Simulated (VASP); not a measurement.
VASP runs on HgI2 (space group P6_3/mmc) share one base input (PBE GGA, plane waves, VASP's PBE PAW potentials (set 64)) and change the settings named in each case.

### KPOINTS
```
Automatic mesh
0
Gamma
5 5 1
0 0 0
```

**INCAR**
```
# general
SYSTEM  = HgI2
PREC    = Accurate
ENCUT   = 300
LREAL   = F
LASPH   = T

# electronic loop
EDIFF   = 1E-6
NELM    = 100
ALGO    = Normal
LMAXMIX = 6

# smearing
ISMEAR  = 0
SIGMA   = 0.2

# functional
GGA     = PE

# ions
ISIF    = 2

# output
LWAVE   = F
LCHARG  = F
```

POSCAR:
```
HgI2
1
    3.8111660000     0.0000000000     0.0000000000
   -1.9055830000     3.3005660000     0.0000000000
    0.0000000000     0.0000000000    14.8238790000
Hg I
2 4
Direct
  0.3333330000   0.6666670000   0.2500000000
  0.6666670000   0.3333330000   0.7500000000
  0.3333330000   0.6666670000   0.6275000000
  0.6666670000   0.3333330000   0.1275000000
  0.6666670000   0.3333330000   0.3725000000
  0.3333330000   0.6666670000   0.8725000000
```

POTCAR, in this order: Hg I (PBE.64 set). Program: vasp_std.

```
change                                                                                                                                                              E(σ→0) (eV/atom)  pressure (GPa)  largest force (eV/Å)  −TS (eV)
------------------------------------------------------------------------------------------------------------------------------------------------------------------  ----------------  --------------  --------------------  --------
base run                                                                                                                                                                     -0.8437           13.84                 1.813   -0.0018
GGA removed, POTCAR Hg I (LDA.64 set)                                                                                                                                        -1.6019            9.03                 1.301   -0.0047
GGA_COMPAT = .FALSE., LNONCOLLINEAR = .TRUE., LSORBIT = .TRUE., MAGMOM = 0.0 0.0 0.0 0.0 0.0 0.0 0.0 0.0 0.0 0.0 0.0 0.0 0.0 0.0 0.0 0.0 0.0 0.0, program vasp_ncl           -1.0369           13.70                 1.832   -0.0141
KPOINTS 7×7×2 Γ-centred mesh                                                                                                                                                 -0.8624           13.49                 1.852   -0.0028
```
 Energies of different potentials or functionals have different zeros. Unless said otherwise, spin-orbit coupling is left out, though it shifts the bands of the heavy elements here.

Left out are runs that ran out of time, are held back, or changed the cell or the kind of run, fixed moments of cells without a moment, rows past the twelfth, gaps on odd meshes, pressures of charged cells and columns that move by less than the noise.

The structure was generated: HgI2 was put into an ordered model structure, which need not be its known phase. The cell was not relaxed at this level, forces remain on its atoms.
